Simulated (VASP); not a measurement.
An input for Ansatz (written as the equivalent of a VASP run, and not itself run):

Ansatz 0.2 input:
```yaml
crystal:
  lattice:
    - [0.0000000, 2.4642491, 2.4642491]
    - [2.4642491, 0.0000000, 2.4642491]
    - [2.4642491, 2.4642491, 0.0000000]
  atoms:
    - { symbol: Pb, position: [0.0000000, 0.0000000, 0.0000000] }
kpoints:
  mp_grid: { grid: [12, 12, 12] }
hamiltonian:
  xc: pbesol
  pseudopotentials: { kind: paw }
scf:
  occupations: { method: methfessel_paxton, width: 0.1 }
  max_iter: 100
output: { forces: true, stress: true, eigenvalues: true }
```

Q: Write the VASP files for the same calculation (PBEsol).

A: One answer among several that fit: 
### KPOINTS
```
Automatic mesh
0
Gamma
12 12 12
0 0 0
```

### INCAR
```
# general
SYSTEM  = Pb
PREC    = Accurate
ENCUT   = 480   # plane-wave cut-off (eV)
LREAL   = F
LASPH   = T

# electronic loop
EDIFF   = 1E-7
NELM    = 100   # most electronic steps
ALGO    = Normal
LMAXMIX = 4   # l cut-off of mixed one-centre charges

# smearing
ISMEAR  = 1   # Methfessel-Paxton
SIGMA   = 0.1   # width (eV)

# functional
GGA     = PS   # PBEsol

# ions
ISIF    = 2

# output
LWAVE   = F
LCHARG  = F
```

File POSCAR:
```
Pb
1
    0.0000000000     2.4642490688     2.4642490688
    2.4642490688    -0.0000000000     2.4642490688
    2.4642490688     2.4642490688    -0.0000000000
Pb
1
Direct
  0.0000000000   0.0000000000   0.0000000000
```

POTCAR, in this order: Pb_d (PBE.64 set). Program: vasp_std.

What does not carry over: each code has its own PAW files, so the cut-off isn't converted (ENCUT is set for VASP's; basis.ecutwfc is left out, and Ansatz then takes the one that its files recommend); Ansatz stops its SCF on the density residual and VASP on the energy change (EDIFF).

The compound is Pb in the fcc structure. It was relaxed first.
